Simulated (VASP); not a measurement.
Here is the system:

```xyz
6
Lattice="4.8535 0.0000 0.0000 0.0000 4.8535 0.0000 0.0000 0.0000 3.2436" Properties=species:S:1:pos:R:3 pbc="T T T"
Zr     0.0000     0.0000     0.0000
Zr     2.4267     2.4267     1.6218
O      3.3696     1.4839     0.0000
O      1.4839     3.3696     0.0000
O      0.9429     0.9429     1.6218
O      3.9106     3.9106     1.6218
```

Computed with PBEsol GGA, VASP's PBE PAW potentials (set 64) (plane waves; VASP). Numerical set-up: 520 eV cut-off, Gaussian smearing of 0.050 eV, potentials Zr_sv O.

Q: Estimate the band gap (along the path) with the smallest direct gap where there is one.

A: 
- band gap (along the path): 3.57 eV
- smallest direct gap (along the path): 3.59 eV

The absolute energy has meaning only against runs of the same code, potentials and settings.

The structure comes from a computed database's ZrO2 entry (P4_2/mnm); how it stands against other phases isn't given here. It was relaxed first.
